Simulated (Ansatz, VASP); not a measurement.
# WC (Qusongite): VASP beside Ansatz

One calculation is typed for both programs; each brings its own data sets. How far apart do they land? The cell is taken from a series of runs on this material, whose earlier steps may have relaxed, scaled, displaced or heated it; both programs get it as it stands.

Method: plane waves, with VASP 6.6.1 beside it; zone-centre phonons at LDA, in Ansatz 0.2.0.

**1. The starting structure**

The structure is hexagonal, space group P-6m2 (No. 187). Conventional cell: a = 2.863 Å, b = 2.863 Å, c = 2.797 Å, α = 90.00°, β = 90.00°, γ = 120.00°. Nearest to C lie 6 W at 2.17 Å. W has 6 C at 2.17 Å nearest. Farther neighbours are not listed.

**2. Ansatz: zone-centre phonons, LDA**

Ansatz runs on its PAW soft_1 files.

Second derivatives magnify differences that forces hide, and they need a tight electronic threshold.

input.yaml

```yaml
crystal:
  lattice:
    - [2.8628839829, 0.0, 0.0]
    - [-1.4314419915, 2.4793302573, 0.0]
    - [0.0, 0.0, 2.7972529926]
  atoms:
    - { symbol: C, position: [0.6666666667, 0.3333333333, 0.5] }
    - { symbol: W, position: [0.0, 0.0, 0.0] }
kpoints:
  mp_grid: { grid: [18, 18, 16] }
hamiltonian:
  xc: lda
  pseudopotentials: { kind: paw, azcp: { folder: soft_1 }, xc_functional: pbe }
scf:
  occupations: { method: methfessel_paxton, width: 0.2 }
output:
  eigenvalues: true
phonons:
  method: dfpt
```

Launch:

```console
$ ansatz run input.yaml --threads 4 --pin off --max-ram 10240MiB --backend cpu --events-out ev --progress --plain --runs-dir out
```

Numbers of over 12 decimals in the logs are rounded to 6 here.

Output:

```text
zone centre: on kpoints.mp_grid the ground state, and the responses unless they are solved on pairs of k-points, stand on 819 of the mesh's 5184 k-points, reduced under 4 symmetry operations, with k and −k counted as one. Each operation leaves every solved displacement unchanged or reverses it
Engine: ansatz 0.2.0, x86_64-unknown-linux-gnu
Pseudopotentials: kind: paw
Pseudopotential: C, paw, valence charge 4, recommended cutoff 420 eV (normal), soft_1/C.paw.azcp
Pseudopotential: W, paw, valence charge 14, recommended cutoff 420 eV (normal), soft_1/W.paw.azcp
Functional definition: SPW92
  exchange = slater_x
  correlation = pw_c
Crystal: 2 atoms, lattice volume = 19.855 Å³
Basis set: ecut = 420 eV, 405 PW (Γ), exchange–correlation on 40×40×40 points (8 copies of the dense FFT grid, shifted against one another)
Bands: 13, of which v1, the nominal top of the filled ones, is band 9 counted from 1 (8 counted from 0)
Symmetry: 12 space group operations
k-points: 819 of 5184 (irreducible under 4 space group operations, time reversal used)
Non-local potential: C, projectors of the file, l = 0: 2, l = 1: 2, l = 2: 1
Non-local potential: W, projectors of the file, l = 0: 3, l = 1: 2, l = 2: 2, l = 3: 1
PAW form: soft (Blöchl's): semilocal exchange-correlation on the pseudo side does not see the compensation charge
PAW frozen core: C, regenerated for the run's functional, and the local potential with it (the file was generated under x = pbe(κ = 0.804, μ = 0.219515), c = pbe(β = 0.066725))
PAW frozen core: W, regenerated for the run's functional, and the local potential with it (the file was generated under x = pbe(κ = 0.804, μ = 0.219515), c = pbe(β = 0.066725))
PAW one-centre angular grid: C, 110 points (default); XC on 64 Gauss nodes
PAW one-centre angular grid: W, 590 points (default); XC on 64 Gauss nodes
Initial density: superposition of atomic densities (chi_scale 0.1, normalization cell, long waves kept (reshape's long-wave potential 0.00 eV rms))
Initial wavefunctions: pseudopotential atomic-orbital guess
Functional: x = slater, c = lda
SCF iter   1: F=—  HF=-10375.428182 eV  |F-HF|=—  |Δ(HF+E_count)|=         —  Δρ=1.37e-1  dr2=4.84e0  ethr=3.10e-3  ⟨swp⟩=5.0  Hψ=53259  notcnv=0
preconditioner: auto → none  [metal: Δε(μ)=0.042 eV  Ē_g=11.131 eV  σ=0.200 eV  W_gap=0.17  n_scr=8 (ndim 8)  ℏωp=26.4 eV  f_vac=0.000  D(μ)=0.20/eV (n_scr^D=0)  sad-step TF]
SCF iter   2: F=—  HF=-10374.805885 eV  |F-HF|=—  |Δ(HF+E_count)|=   6.22e-1  S|Δr|=    0.00e0  Δρ=9.55e-2  dr2=2.44e0  ethr=3.10e-3  ⟨swp⟩=2.0  Hψ=20300  notcnv=0
SCF iter   3: F=—  HF=-10374.168480 eV  |F-HF|=—  |Δ(HF+E_count)|=   6.37e-1  S|Δr|=    0.00e0  Δρ=6.72e-3  dr2=6.72e-3  ethr=3.10e-3  ⟨swp⟩=2.3  Hψ=18371  notcnv=0
SCF iter   4: F=—  HF=-10374.168833 eV  |F-HF|=—  |Δ(HF+E_count)|=   3.53e-4  S|Δr|=    0.00e0  Δρ=1.13e-3  dr2=1.06e-4  ethr=3.74e-5  ⟨swp⟩=1.8  Hψ=21304  notcnv=0
SCF iter   5: F=—  HF=-10374.168880 eV  |F-HF|=—  |Δ(HF+E_count)|=   4.75e-5  S|Δr|=    0.00e0  Δρ=1.41e-4  dr2=2.66e-6  ethr=5.90e-7  ⟨swp⟩=2.2  Hψ=15100  notcnv=0
SCF iter   6: F=—  HF=-10374.168880 eV  |F-HF|=—  |Δ(HF+E_count)|=   1.16e-8  S|Δr|=    0.00e0  Δρ=2.02e-5  dr2=4.46e-8  ethr=1.48e-8  ⟨swp⟩=2.6  Hψ=17394  notcnv=0
SCF iter   7: F=—  HF=-10374.168880 eV  |F-HF|=—  |Δ(HF+E_count)|=   3.75e-7  S|Δr|=    0.00e0  Δρ=4.20e-6  dr2=1.40e-9  ethr=2.48e-10  ⟨swp⟩=2.2  Hψ=15713  notcnv=0
SCF iter   8: F=—  HF=-10374.168880 eV  |F-HF|=—  |Δ(HF+E_count)|=  2.44e-10  S|Δr|=    0.00e0  Δρ=4.84e-7  dr2=1.16e-11  ethr=7.80e-12  ⟨swp⟩=2.9  Hψ=17000  notcnv=0
SCF iter   9: F=-10374.168880 eV  HF=-10374.168880 eV  |F-HF|=0.00e0  |Δ(HF+E_count)|=  3.64e-12  S|Δr|=    0.00e0  Δρ=4.12e-8  dr2=9.82e-14  ethr=1.00e-12  ⟨swp⟩=5.0  Hψ=39951  notcnv=0
the search or the solves at the SCF's close seem to have found levels that the self-consistency loop had missed (the run counts 1). By its estimate they hold under 1e-12 electrons; where the run keeps them, the occupations were computed again with them
SCF 1 converged in 9 iterations: F = -10374.168880 eV  dr2 = 9.82e-14
  greatest PAW one-centre occupation: 0.999 electrons in one spin orbital (limit 2), on the W atom at site 1 (counted from 0), in its partial waves of l = 0
DFPT response loops at Γ: preconditioner auto → Kerker (q_TF=auto, 2.684 Å⁻¹) (partly filled bands, converged f_vac=0.000); β = 1.00, the filter's whole step (`scf.mixing.beta` (0.50) is not read by the response loops under this deck's `scf.mixing.preconditioner`; to damp them name `kerker` or `kerker_dos`, under which they read `scf.mixing.beta`, and type it under 1.00, their step now; both keys bind the ground state too); Broyden in place of MSR1
SCF converged after 9 iterations
Stability not checked: this state was not tested for a lower state beside it, because cold or Methfessel-Paxton smearing, or corrected tetrahedra, fill the levels in a way that the test cannot read (fill_not_monotonic; see scf.lower_state_search)
Free energy (F): -10374.168880 eV
Harris-Foulkes:  -10374.168880 eV  (|F-HF|=0.00e0)
Internal energy: -10374.168776 eV  (E = F + TS)
E sigma→0 (E₀):  -10374.168854 eV
Entropy (-TS):   -0.000104 eV (-0.052 meV/atom)
Fermi energy:    21.174561 eV
--- Per-component energies (eV) ---
  E_band       = -48.450129
  E_kinetic    = 513.977484
  E_local      = -576.977524  (includes V_loc(G=0)·N_el)
  E_nonlocal   = 4.123404
  E_hartree    = 239.438037
  E_xc         = -315.123141
  E_vxc        = -292.535092  (∫ρ·V_xc dr)
  E_paw        = -8416.993947  (= ΣΔE_a)
  E_vpaw       = -175.914626  (= ΣTr[D̂ρ^β])
  E_aug_tail   = 0.000156  (compensation charges beyond the density's cutoff)
  E_ewald      = -1822.959326
  E_core_change = 0.346082  (= ΣΔE_core)
  E_smearing   = -0.000104  (= −TS)
  E_closure    = 0.000000  (closes the sum)
  Σ components = -10374.168880   (vs F -10374.168880, Δ=0.00e0)
--- Band table (eV; the first three rows and the last of 819) ---
  k-point 0: bands = [... 5 lower, 16.5893, 17.6421, 17.6421, 21.2731, 24.5558, 24.5558, 26.9971, 26.9971]
  k-point 1: bands = [... 5 lower, 16.5559, 17.6876, 17.6876, 21.2546, 24.1790, 24.1790, 27.2315, 27.2315]
  k-point 2: bands = [... 5 lower, 16.4048, 17.8211, 17.8211, 21.2864, 23.3940, 23.3940, 27.5597, 27.5597]
  k-point 818: bands = [... 5 lower, 14.4967, 15.2470, 19.2015, 19.8654, 26.4940, 26.9149, 27.6156, 31.1515]
--- Phonons (Γ-DFPT): 4 representative perturbations + reference, on 819 of 5184 k-points (Σ response iterations 12) ---
  k mesh reduced under 4 symmetry operations, with k and −k counted as one. Each operation leaves every solved displacement unchanged or reverses it
  ASR residual: 2.999e-5 → 0.000e0 eV/Å²; symmetrization residual: 1.220e-6 eV/Å²
  ASR residual per site (eV/Å²): 3.43e-6 3.00e-5
  Γ frequencies (cm⁻¹): 0.00 0.00 0.00 628.25 647.40 647.40
  non-analytic LO–TO correction: not included (Born effective charges unavailable; polar crystals: no LO–TO splitting at Γ)
```

The column dr2 measures how far the density is from self-consistency, as an energy; F and HF (Harris–Foulkes) agree once it is small.

(Continued in part 2 of 2.)

[Lines on the potential files, build, host, timing and source positions are cut from VASP's logs without a mark.]

[Logs are printed without paths, hosts, clocks, repeated set-up lines and the standing remarks that a program may print on its own settings, such as how far it seeks lower states.]

[Hosts, paths, dates, database ids (printed as entryN), source tags and the programs' standing remarks are cut or masked in the printed files.]
